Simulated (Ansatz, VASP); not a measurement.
Given: the input of a run of VASP 6.6.1 on CuSn3.

The input INCAR:

```
SYSTEM = CuSn3
PREC = Accurate
ENCUT = 520
EDIFF = 1E-7
ISMEAR = -1
SIGMA = 0.05
LREAL = .False.
LASPH = .True.
NELM = 60
ALGO = Normal
ISIF = 2
LWAVE = .False.
LCHARG = .False.
GGA = PE
NBANDS = 34
```

The input KPOINTS:

```
Automatic mesh
0
Gamma
  8 8 8
  0 0 0
```

POSCAR

```
CuSn3
1.0
   -2.2838338198      2.2838338198      4.9662322526
    2.2838338198     -2.2838338198      4.9662322526
    2.2838338198      2.2838338198     -4.9662322526
Sn Cu
3 1
Direct
    0.5000000000      0.5000000000      0.0000000000
    0.2500000000      0.7500000000      0.5000000000
    0.7500000000      0.2500000000      0.5000000000
    0.0000000000      0.0000000000      0.0000000000
```

Potentials or basis: VASP PAW PBE potentials, release 64 (Sn_d, Cu).

Command:

```bash
$ cat potpaw_PBE.64/Sn_d/POTCAR potpaw_PBE.64/Cu/POTCAR > POTCAR
$ mpirun -np 1 vasp_std > vasp.out
```

Q: Translate it to Ansatz 0.2.0. Potentials there: Ansatz PAW.

A: As run (the cutoff follows the program's own potentials):

The input input.yaml:

```yaml
crystal:
  lattice:
    - [-2.2838338198, 2.2838338198, 4.9662322526]
    - [2.2838338198, -2.2838338198, 4.9662322526]
    - [2.2838338198, 2.2838338198, -4.9662322526]
  atoms:
    - { symbol: Sn, position: [0.5, 0.5, 0.0] }
    - { symbol: Sn, position: [0.25, 0.75, 0.5] }
    - { symbol: Sn, position: [0.75, 0.25, 0.5] }
    - { symbol: Cu, position: [0.0, 0.0, 0.0] }
hamiltonian:
  xc: pbe
  pseudopotentials: { kind: paw }
kpoints:
  mp_grid: { grid: [8, 8, 8] }
scf:
  occupations: { method: fermi_dirac, width: 0.05 }
output:
  forces: true
  stress: true
  eigenvalues: true
```

Potentials or basis: Ansatz PAW.

The run is started by

```console
$ ansatz run input.yaml --threads 2 --pin off --max-ram 5120MiB --backend cpu --events-out ev --progress --plain --runs-dir out
```

Both were run:

|  | VASP | Ansatz | Ansatz less VASP |
| --- | --- | --- | --- |
| gap on the k mesh at the Fermi level (eV) | none | none | - |
| pressure (GPa) | -3.5 | -3.5 | +0.02 |
| largest component of the traceless stress (GPa) | 0.24 | 0.24 | -0.001 |

A gap of «none» marks a metal or a gap that the smearing closes. The two sets of potentials don't hold the same shells in valence.
